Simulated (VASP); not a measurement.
**Ti2SiTe2: single point with r2SCAN**

Ti2SiTe2:

```
CELL_PARAMETERS angstrom
3.65914 0.00000 0.00000
-1.82957 3.16890 0.00000
0.00000 0.00000 10.17591
ATOMIC_POSITIONS crystal
Ti 0.33333 0.66667 0.14266
Ti 0.66667 0.33333 0.85734
Si 0.00000 0.00000 0.00000
Te 0.66667 0.33333 0.31872
Te 0.33333 0.66667 0.68128
```

The cell was built by a generator and needn't be a form met in nature.

```
Program             : VASP 6.6.1
Task                : single point
Functional          : r2SCAN
Potentials or basis : VASP PAW PBE potentials, release 64 (Ti_sv, Si, Te)
Cutoff              : 520 eV
k mesh              : 10 × 10 × 4
Occupations         : gaussian, width 0.1 eV
Spin                : no spin polarisation
```

```
Pressure               : -0.1 GPa
Largest force          : 0.135 eV/Å
Band gap on the k mesh : none (metal or under the smearing width)
```

Forces on the atoms (eV/Å):
```
Ti   0.000  0.000  0.130
Ti   0.000  0.000 -0.130
Si   0.000  0.000  0.000
Te   0.000  0.000 -0.135
Te   0.000  0.000  0.135
```

Stress tensor (GPa, compression positive):
```
 0.30  0.00  0.00
 0.00  0.30  0.00
 0.00  0.00 -0.83
```

Levels at points of the mesh, in eV from the Fermi level:
```csv
k point,band 16,band 17,band 18,band 19,band 20,band 21,band 22,band 23,band 24
"(0.00, 0.00, 0.00)",-0.70,-0.70,0.24,0.40,0.46,0.46,1.33,1.33,2.04
"(0.50, 0.00, 0.00)",-2.25,-1.80,-1.33,-1.13,-0.60,-0.29,1.46,1.76,1.80
"(0.00, 0.00, 0.50)",-1.10,-0.68,-0.68,0.46,0.46,0.87,1.32,1.32,1.96
"(0.50, 0.00, 0.50)",-2.04,-1.76,-1.54,-1.24,-0.49,-0.17,1.45,1.72,1.80
```

Wall time 2.7 min on 4 MPI ranks on Intel(R) Xeon(R) Platinum 8559C (Emerald Rapids), on a shared host, peak memory 0.35 GiB a rank.

Caveat: the PAW data sets were made with another functional, which shifts forces and pressure a little. The run has no spin-orbit coupling, so splittings on Te are missing.
